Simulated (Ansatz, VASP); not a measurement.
## Pd2Pt (Pd-Pt-Pd stack, (111) layers): VASP beside Ansatz

One calculation is typed for both programs; each brings its own data sets. How far apart do they land? Of the first pair: The structure shown is the start of the Ansatz relaxation below; VASP solves that cell, so the two are compared at the walk's first step.

Program: Ansatz 0.2.0. Level of theory: plane waves, with VASP 6.6.1 beside it; PBE. Results are calculated unless marked as measured.

### Step 1. Starting point

The cell holds 3 atoms: 2 Pd and 1 Pt. Cell: a = 2.772 Å, b = 2.772 Å, c = 32.853 Å, α = 90.0°, β = 90.0°, γ = 120.0°. It derives from Pd2Pt. Vacuum lies along c. The height across the vacuum is the one that the program set for its solve, not the one typed.

### Step 2. Ansatz: relaxation, PBE

Ansatz runs on its default PAW (the set named soft_2) files.

The two programs are compared at the cell with which this relaxation starts, whose forces are those of its first step.

Input file input.yaml:

```yaml
crystal:
  lattice:
    - [2.77186, 0.0, 0.0]
    - [-1.38593, 2.4005, 0.0]
    - [0.0, 0.0, 15.52643]
  atoms:
    - { symbol: Pd, position: [0.0, 0.0, 0.35423477] }
    - { symbol: Pt, position: [0.33333333, 0.66666667, 0.5] }
    - { symbol: Pd, position: [0.66666667, 0.33333333, 0.64576523] }
  periodic: [true, true, false]
kpoints:
  mp_grid: { grid: [12, 12, 1] }
hamiltonian:
  xc: pbe
scf:
  occupations: { method: gaussian, width: 0.1 }
output:
  forces: true
  stress: true
  eigenvalues: true
  write_density: true
  write_potential: true
  elf: true
  volumetric_format: npy
relax:
  adjacent_minimum: "off"
  f_tol: 0.005
  max_steps: 80
  cell: { stress_2d_tol: 0.02 }
```

On the command line:

```sh
$ ansatz run input.yaml --threads 4 --pin off --max-ram 8192MiB --backend cpu --events-out ev --progress --plain --runs-dir out
```

Numbers of over 12 decimals in the logs are rounded to 6 here.

The program printed:

```text
Warning: crystal.periodic: the lattice vector that does not repeat stood 0.000° off the slab's normal, 15.526 Å along it as the deck builds it. The run solves the slab on a vector along the normal, 32.853 Å long, with every atom where it was (on the deck's vector they left 11.00 Å outside them, and the widest stretch free of ions among them is 2.26 Å). A fractional position that the run reports is one of the run's ce [...]
crystal.periodic: the lattice vector that does not repeat stood 0.000° off the slab's normal, 15.526 Å along it as the deck builds it. The run solves the slab on a vector along the normal, 32.853 Å long, with every atom where it was (on the deck's vector they left 11.00 Å outside them, and the widest stretch free of ions among them is 2.26 Å). A fractional position that the run reports is one of the run's cell, which [...]
Engine: ansatz 0.2.0, aarch64-unknown-linux-gnu
Pseudopotentials: kind: paw
Pseudopotential: Pd, paw, valence charge 18, recommended cutoff 420 eV (normal), Pd.paw.azcp
Pseudopotential: Pt, paw, valence charge 18, recommended cutoff 420 eV (normal), Pt.paw.azcp
Functional definition: PBE
  parameter kappa = 0.804
  parameter beta = 0.066725
  exchange = pbe_x(kappa = kappa, mu = beta*pi^2/3)
  correlation = pbe_c(beta = beta)
Crystal: 3 atoms, lattice volume = 218.598 Å³
Basis set: ecut = 420 eV, 4321 PW (Γ), exchange–correlation on 40×40×450 points (8 copies of the dense FFT grid, shifted against one another)
Bands: 33, of which v1, the nominal top of the filled ones, is band 27 counted from 1 (26 counted from 0)
Symmetry: 12 space group operations
Space group: P-3m1 (ITA 164), of the structure as read, at distance tolerance 6.0e-5 Å
k-points: 19 of 144
Non-local potential: Pd, projectors of the file, l = 0: 2, l = 1: 2, l = 2: 2, l = 3: 1
Non-local potential: Pt, projectors of the file, l = 0: 3, l = 1: 2, l = 2: 2, l = 3: 1
PAW form: soft (Blöchl's): semilocal exchange-correlation on the pseudo side does not see the compensation charge
PAW one-centre angular grid: Pd, 590 points (default); XC on 64 Gauss nodes
PAW one-centre angular grid: Pt, 590 points (default); XC on 64 Gauss nodes
Initial density: superposition of atomic densities (neutral atoms: chi_scale 0, normalization atom), corrected by the library's trained network
Initial wavefunctions: pseudopotential atomic-orbital guess
Functional: x = pbe(κ = 0.804, μ = 0.219515), c = pbe(β = 0.066725)
SCF iter   1: F=—  HF=-26467.634296 eV  |F-HF|=—  |Δ(HF+E_count)|=         —  Δρ=6.41e-3  dr2=2.78e-1  ethr=1.77e-3  ⟨swp⟩=15.1  Hψ=4997  notcnv=0
preconditioner: auto → LDOS  [metal: Δε(μ)=0.022 eV  Ē_g=7.102 eV  σ=0.100 eV  W_gap=0.12  n_scr=22 (ndim 8)  ℏωp=13.8 eV  f_vac=0.746  D(μ)=5.76/eV (n_scr^D=22)  β→1.0]
SCF iter   2: F=—  HF=-26467.650304 eV  |F-HF|=—  |Δ(HF+E_count)|=   1.60e-2  Δρ=7.03e-3  dr2=2.11e-1  ethr=5.15e-4  ⟨swp⟩=3.5  Hψ=1453  notcnv=0  defer=19
[...]
relax step   4: F+E_penalty+E_count = -26467.65792613 eV  Δ(F+E_penalty+E_count) = -1.111e-3 eV  max|allowed force component| = 6.083e-4 eV/Å  Δτ_max = 0.0025 Å  P = -0.021 N/m  Ω = 211.221 Å³  energy of the carried Pulay correction = +7.225e-4 eV  fix = [c, alpha, beta]  reactions: c -0.000 N/m  (6 SCF iters, dr2 threshold 3.00e-7 eV, accepted)
[...]
relax step   5: F+E_penalty+E_count = -26467.65793064 eV  Δ(F+E_penalty+E_count) = -4.509e-6 eV  max|allowed force component| = 4.258e-4 eV/Å  Δτ_max = 0.0003 Å  P = -0.000 N/m  Ω = 211.185 Å³  energy of the carried Pulay correction = +7.261e-4 eV  fix = [c, alpha, beta]  reactions: c -0.000 N/m  (9 SCF iters, dr2 threshold 5.46e-10 eV, accepted)
[...]
relax step   6: F+E_penalty+E_count = -26467.65706824 eV  Δ(F+E_penalty+E_count) = +8.624e-4 eV  max|allowed force component| = 3.980e-4 eV/Å  Δτ_max = 0.0000 Å  P = +0.020 N/m  Ω = 211.185 Å³  fix = [c, alpha, beta]  reactions: c +0.000 N/m  stress off target by 1.96e-2 N/m on what of the cell is left free  SCF on the basis re-selected at this cell (its energy is not comparable with the rows above)  (11 SCF iters)
basis re-selected at this cell: Δ(F+E_penalty+E_count) = +8.624e-4 eV, ΔP = +0.020 N/m vs the last step (what re-selecting the basis moved, of the pressure what is left beyond the Pulay correction that the steps carried, after the strain that the cell walked since its last selection, with what the two solves' SCF thresholds leave and, on support functions, any second-order correction that the steps lacked; it is no m [...]
SCF converged after 11 iterations
Free energy (F): -26467.657068 eV
Harris-Foulkes:  -26467.657068 eV  (|F-HF|=3.64e-12)
Internal energy: -26467.632511 eV  (E = F + TS)
E sigma→0 (E₀):  -26467.644789 eV
Entropy (-TS):   -0.024558 eV (-8.186 meV/atom)
Fermi energy:    -5.286716 eV
--- Per-component energies (eV) ---
  E_band       = -1803.866419
  E_kinetic    = 1664.391330
  E_local      = -249521.554881  (includes V_loc(G=0)·N_el)
  E_nonlocal   = 635.356944
  E_hartree    = 123545.199890
  E_xc         = -597.393702
  E_vxc        = -723.595594  (∫ρ·V_xc dr)
  E_paw        = -16955.391639  (= ΣΔE_a)
  E_vpaw       = -948.864856  (= ΣTr[D̂ρ^β])
  E_aug_tail   = 0.000634  (compensation charges beyond the density's cutoff)
  E_ewald      = 114761.758914
  E_smearing   = -0.024558  (= −TS)
  E_closure    = -0.000000  (closes the sum)
  Σ components = -26467.657068   (vs F -26467.657068, Δ=0.00e0)
--- Forces (eV/Å), atoms counted from 1 ---
  atom   1  Pd     0.00000000     0.00000000     0.00039803
  atom   2  Pt     0.00000000     0.00000000     0.00000000
  atom   3  Pd    -0.00000000    -0.00000000    -0.00039803
  max |Σ_I F_I| component: 4.63e-18 eV/Å
--- 2D stress c σ (N/m, compression-positive) ---
        0.019586       0.000000      -0.000000
        0.000000       0.019586      -0.000000
       -0.000000      -0.000000       0.000000
  P = ½ c Tr σ = 0.0196 N/m
--- Band table (eV; the first three rows and the last of 19) ---
  k-point 0: bands = [... 23 lower, -6.3285, -6.3285, -5.9005, -5.9005, -5.5552, -5.3689, -5.3689, -4.2487, ... 2 higher]
  k-point 1: bands = [... 23 lower, -6.5056, -6.4146, -6.3077, -5.9118, -5.8228, -5.3623, -4.9772, -3.4318, ... 2 higher]
  k-point 2: bands = [... 23 lower, -6.9821, -6.7862, -6.5545, -5.9624, -5.8475, -5.3558, -4.2106, -2.1011, ... 2 higher]
  k-point 18: bands = [... 23 lower, -6.8493, -5.7498, -5.7498, -5.4552, 0.1708, 1.5603, 1.5603, 2.1213, ... 2 higher]
--- Relaxed structure (5 steps of the walk, 5 accepted, 1 SCFs on fresh bases) ---
  F+E_penalty+E_count = -26467.65706824 eV   max|allowed force component| = 3.980e-4 eV/Å   (the final SCF, on the basis selected at the relaxed cell)
  cell:  # Å, volume = 211.1845 Å³
    - [2.724452, 0.0, 0]
    - [-1.362226, 2.359445, 0]
    - [0, 0, 32.852855]
  atoms:
    - { symbol: Pd, position: [-2.4254479848861965e-18, 0, 0.164648] }
    - { symbol: Pt, position: [0.333333, 0.666667, 0.236303] }
    - { symbol: Pd, position: [0.666667, 0.333333, 0.307957] }
```

### Step 3. VASP: single point, PBE, start cell, pair 1

The same cell, functional, mesh and smearing now go to VASP, with its own data sets.

Lines of VASP's logs that name or quote its potential files are left out, and so is its time.

Input file INCAR:

```
SYSTEM = Pd2Pt
PREC = Accurate
ENCUT = 400
EDIFF = 1E-06
NELM = 120
ISMEAR = 0
SIGMA = 0.1
LREAL = .FALSE.
ALGO = Normal
GGA = PE
NBANDS = 21
LASPH = .TRUE.
LORBIT = 11
LWAVE = .FALSE.
LCHARG = .FALSE.
ISIF = 2
LDIPOL = .TRUE.
IDIPOL = 3
DIPOL = 0.5 0.5 0.236
LVHAR = .TRUE.
GGA_COMPAT = .FALSE.
NELMDL = -8
```

Input file POSCAR:

```
Pd2Pt
1.0
    2.7718590000      0.0000000000      0.0000000000
   -1.3859300000      2.4005010000      0.0000000000
    0.0000000000      0.0000000000     32.8528550000
Pd Pt
2 1
Direct
    0.0000000000      0.0000000000      0.1674131822
    0.6666669072      0.3333333333      0.3051920145
    0.3333334536      0.6666666667      0.2363025984
```

Input file KPOINTS:

```
Automatic mesh
0
Gamma
12 12 1
0 0 0
```

PAW data sets: Pd and Pt (PBE family, release 64).

On the command line:

```sh
$ mpirun -np 1 vasp_std
```

The program printed:

```text
[banner, memory and clock lines left out]
running    1 mpi-ranks, on    1 nodes
 distrk:  each k-point on    1 cores,    1 groups
 distr:  one band on    1 cores,    1 groups

 POSCAR found type information on POSCAR PdPt
 POSCAR found :  2 types and       3 ions
 LDA part: xc-table for (Slater+PW92), standard interpolation
 POSCAR, INCAR and KPOINTS ok, starting setup
 FFT: planning ... GRIDC
 FFT: planning ... GRID_SOFT
 FFT: planning ... GRID
 WAVECAR not read
 entering main loop
       N       E                     dE             d eps       ncg     rms          rms(c)
DAV:   1     0.178008332726E+03    0.17801E+03   -0.10227E+04   816   0.909E+02
DAV:   2    -0.669739345935E+01   -0.18471E+03   -0.17306E+03  1107   0.208E+02
DAV:   3    -0.162889422062E+02   -0.95915E+01   -0.89340E+01   965   0.508E+01
DAV:   4    -0.164558585273E+02   -0.16692E+00   -0.16523E+00   989   0.724E+00
DAV:   5    -0.164598994691E+02   -0.40409E-02   -0.40108E-02  1017   0.103E+00
DAV:   6    -0.164600601193E+02   -0.16065E-03   -0.16061E-03  1085   0.193E-01
DAV:   7    -0.164600661456E+02   -0.60263E-05   -0.60262E-05  1016   0.306E-02
DAV:   8    -0.164600664677E+02   -0.32214E-06   -0.32202E-06   851   0.648E-03    0.140E+01
DAV:   9    -0.170053131999E+02   -0.54525E+00   -0.18299E+01   818   0.283E+01    0.169E+01
DAV:  10    -0.155019590801E+02    0.15034E+01   -0.52044E+00   841   0.182E+01    0.612E+00
DAV:  11    -0.154637745837E+02    0.38184E-01   -0.45125E-01   851   0.436E+00    0.211E+00
DAV:  12    -0.154616490673E+02    0.21255E-02   -0.43851E-01   858   0.469E+00    0.153E+00
DAV:  13    -0.154403874325E+02    0.21262E-01   -0.16887E-01   863   0.267E+00    0.202E-01
DAV:  14    -0.154400702737E+02    0.31716E-03   -0.34874E-03   918   0.392E-01    0.742E-02
[...]
DAV:  20    -0.154399252681E+02   -0.90856E-04   -0.34220E-06   630   0.903E-03    0.165E-03
DAV:  21    -0.154399678480E+02   -0.42580E-04   -0.20122E-06   615   0.461E-03    0.138E-03
DAV:  22    -0.154399899270E+02   -0.22079E-04   -0.87194E-07   587   0.276E-03    0.793E-04
DAV:  23    -0.154399954251E+02   -0.54981E-05   -0.12383E-07   572   0.150E-03    0.336E-04
DAV:  24    -0.154400013895E+02   -0.59644E-05   -0.29989E-07   552   0.127E-03    0.244E-04
DAV:  25    -0.154400039351E+02   -0.25456E-05   -0.85438E-08   527   0.720E-04    0.122E-04
DAV:  26    -0.154400058150E+02   -0.18799E-05   -0.79848E-08   585   0.693E-04    0.156E-04
DAV:  27    -0.154400060125E+02   -0.19752E-06   -0.89527E-09   564   0.327E-04
   1 F= -.15440006E+02 E0= -.15423915E+02  d E =-.321818E-01
```

Parts of OUTCAR (step 3):

```text
ion  position               nearest neighbor table
   1  0.000  0.000  0.167-   3 2.77   3 2.77   3 2.77
   2  0.667  0.333  0.305-   3 2.77   3 2.77   3 2.77
   3  0.333  0.667  0.236-   2 2.77   1 2.77   2 2.77   1 2.77   2 2.77   1 2.77

  LATTYP: Found a hexagonal cell.
 ALAT       =     2.7718590000
 C/A-ratio  =    11.8522821688

 Subroutine GETGRP returns: Found 12 space group operations
 (whereof  6 operations were pure point group operations)

The static configuration has the point symmetry C_3v.
 The point group associated with its full space group is D_3d.

 Found     19 irreducible k-points:

   k-points           NKPTS =     19   k-points in BZ     NKDIM =     19   number of bands    NBANDS=     21

   dimension x,y,z NGX =    18 NGY =   18 NGZ =  216
   dimension x,y,z NGXF=    36 NGYF=   36 NGZF=  432

   ENCUT  =  400.0 eV  29.40 Ry    5.42 a.u.   4.52  4.52 53.57*2*pi/ulx,y,z

   NELECT =      30.0000    total number of electrons

 k-points in reciprocal lattice and weights: Automatic mesh
   0.00000000  0.00000000  0.00000000       0.007
   0.08333333  0.00000000  0.00000000       0.042
   0.16666667 -0.00000000  0.00000000       0.042
   0.25000000  0.00000000  0.00000000       0.042
   0.33333333  0.00000000  0.00000000       0.042
   0.41666667  0.00000000  0.00000000       0.042
   0.50000000  0.00000000  0.00000000       0.021
   0.08333333  0.08333333  0.00000000       0.042
   0.16666667  0.08333333  0.00000000       0.083
[...]
0.33333333  0.25000000  0.00000000       0.083
   0.33333333  0.33333333  0.00000000       0.014

 dipolmoment           0.000000      0.000000      0.000005 electrons x Angstroem

 average (electrostatic) potential at core
       1 -82.0507       2 -82.0507       3 -76.0264

 E-fermi :  -2.0769

 k-point     1 :       0.0000    0.0000    0.0000
  band No.  band energies     occupation
    ...
     14      -2.8083      2.00000
     15      -2.8083      2.00000
     16      -2.2468      1.98376
     17      -2.1475      1.68182
     18      -2.1475      1.68181
     19      -0.8342      0.00000
     20       2.9459      0.00000
     21       3.0943      0.00000

 k-point     2 :       0.0833    0.0000    0.0000
  band No.  band energies     occupation
    ...
     13      -3.3307      2.00000
     14      -3.1359      2.00000
     15      -2.8032      2.00000
     16      -2.5588      2.00000
     17      -2.1349      1.58811
     18      -1.7180      0.00000
     19      -0.0772      0.00000
     20       3.1188      0.00000
     21       3.2872      0.00000

 k-point     3 :       0.1667   -0.0000    0.0000
  band No.  band energies     occupation
    ...
     13      -3.5229      2.00000
     14      -3.3983      2.00000
     15      -2.8198      2.00000
     16      -2.5943      2.00000
     17      -2.1092      1.35244
     18      -0.9154      0.00000
     19       1.2175      0.00000
     20       3.6310      0.00000
     21       3.8641      0.00000

  Total       -1.2579185     -1.2579192      1.0249855      0.0000003     -0.0000000     -0.0000000
  in kB       -9.2197030     -9.2197083      7.5124594      0.0000019     -0.0000000     -0.0000000
  external PRESSURE =      -3.6423173 kB  Pullay stress =       0.0000000 kB

  energy-cutoff  :      400.00
  volume of cell :      218.60
      direct lattice vectors                 reciprocal lattice vectors
     2.771859000  0.000000000  0.000000000     0.360768712  0.208289928  0.000000000
    -1.385930000  2.400501000  0.000000000     0.000000000  0.416579706  0.000000000
     0.000000000  0.000000000 32.852855000     0.000000000  0.000000000  0.030438755

 POSITION                                       TOTAL-FORCE (eV/Angst)
 -----------------------------------------------------------------------------------
      0.00000      0.00000      5.50000         0.000000      0.000000     -0.253055
      1.38593      0.80017     10.02643        -0.000000      0.000000      0.253055
     -0.00000      1.60033      7.76322         0.000000      0.000000      0.000000
 -----------------------------------------------------------------------------------
    total drift:                               -0.000216      0.000000      0.000059

  FREE ENERGIE OF THE ION-ELECTRON SYSTEM (eV)
  ---------------------------------------------------
  free  energy   TOTEN  =       -15.4400060125 eV

  energy  without entropy=      -15.4078242614  energy(sigma->0) =      -15.42391514

 vacuum level on the upper side and lower side of the slab         3.165         3.165

 total charge
# of ion       s       p       d       tot
------------------------------------------
    1        0.450   0.359   8.503   9.311
    2        0.450   0.359   8.503   9.311
    3        0.640   0.556   8.006   9.202
--------------------------------------------------
tot          1.539   1.274  25.011  27.825

[... 3 further parts left out ...]
```

The run ends at a pressure of -0.36 GPa, with forces up to 0.25 eV/Å.

### Step 4. Differences

Known differences besides the potentials themselves: Ansatz cuts the interaction across the vacuum, VASP repeats the sheet with a dipole correction (LDIPOL); the data sets hold 54 valence electrons in Ansatz (on its default PAW (the set named soft_2) files) and 30 in VASP; the cutoff is 420 eV in Ansatz and 400 eV in VASP. Total energies have different zeros and are not compared.

Forces (eV/Å; atoms numbered as in POSCAR):

```
atom        Ansatz x, y, z          VASP x, y, z
 Pd1  0.000, 0.000, -0.272  0.000, 0.000, -0.253
 Pd2   0.000, 0.000, 0.272   0.000, 0.000, 0.253
 Pt3   0.000, 0.000, 0.000   0.000, 0.000, 0.000
```

The forces differ by 8.9 meV/Å r.m.s., which is 7.4 % of the r.m.s. force of 0.119 eV/Å (both taken over all components). Where the cell holds vacuum, a pressure given here is an average over it and none of the material.

### Step 5. Ansatz: relaxation, PBE

This run makes the geometry at which the two programs are then compared.

The structure compared here is the end of the Ansatz relaxation.

This is the run of step 2 again, met here at its other cell.

### Step 6. VASP: single point, PBE, relaxed cell, pair 2

The same cell, functional, mesh and smearing now go to VASP, with its own data sets.

INCAR is that of step 3.

Input file POSCAR:

```
Pd2Pt
1.0
    2.7244520992      0.0000000000      0.0000000000
   -1.3622260496      2.3594447293      0.0000000000
    0.0000000000      0.0000000000     32.8528545601
Pd Pt
2 1
Direct
    0.0000000000      0.0000000000      0.1646483486
    0.6666666667      0.3333333333      0.3079568544
    0.3333333333      0.6666666667      0.2363026015
```

KPOINTS is that of step 3.

On the command line:

```sh
$ mpirun -np 1 vasp_std
```

The program printed:

```text
[... set-up lines as in an earlier step ...]
 entering main loop
       N       E                     dE             d eps       ncg     rms          rms(c)
DAV:   1     0.179491891980E+03    0.17949E+03   -0.10321E+04   811   0.912E+02
DAV:   2    -0.702882600038E+01   -0.18652E+03   -0.17695E+03  1166   0.211E+02
DAV:   3    -0.163018519698E+02   -0.92730E+01   -0.85395E+01   955   0.494E+01
DAV:   4    -0.164885414522E+02   -0.18669E+00   -0.18270E+00   997   0.714E+00
[...]
DAV:  25    -0.154840835430E+02   -0.19524E-05   -0.52662E-08   602   0.931E-04    0.332E-04
DAV:  26    -0.154840848655E+02   -0.13225E-05   -0.32619E-08   562   0.630E-04    0.175E-04
DAV:  27    -0.154840855085E+02   -0.64293E-06   -0.16606E-08   569   0.423E-04
   1 F= -.15484086E+02 E0= -.15471450E+02  d E =-.252713E-01
```

OUTCAR, selected parts (step 6):

```text
  Total       -0.1770583     -0.1770583     -0.1866004      0.0000000      0.0000000      0.0000000
  in kB       -1.3432743     -1.3432743     -1.4156667      0.0000000      0.0000000      0.0000000
  external PRESSURE =      -1.3674051 kB  Pullay stress =       0.0000000 kB

 POSITION                                       TOTAL-FORCE (eV/Angst)
 -----------------------------------------------------------------------------------
      0.00000      0.00000      5.40917         0.000000      0.000000      0.015528
      1.36223      0.78648     10.11726        -0.000000     -0.000000     -0.015528
     -0.00000      1.57296      7.76321        -0.000000     -0.000000      0.000000
 -----------------------------------------------------------------------------------
    total drift:                                0.000000      0.000000      0.000027

  FREE ENERGIE OF THE ION-ELECTRON SYSTEM (eV)
  ---------------------------------------------------
  free  energy   TOTEN  =       -15.4840855085 eV

  energy  without entropy=      -15.4588141790  energy(sigma->0) =      -15.47144984

[... 1 part as in an earlier step ...]

[... 2 further parts left out ...]
[key lines of the parts left out:]
E-fermi :  -2.0088
```

The run ends at a pressure of -0.14 GPa, with forces up to 0.016 eV/Å.

(Continued in part 2 of 2.)

[Lines on the potential files, build, host, timing and source positions are cut from VASP's logs without a mark.]

[Logs are printed without paths, hosts, clocks, repeated set-up lines and the standing remarks that a program may print on its own settings, such as how far it seeks lower states.]

[Hosts, paths, dates, database ids (printed as entryN), source tags and the programs' standing remarks are cut or masked in the printed files.]
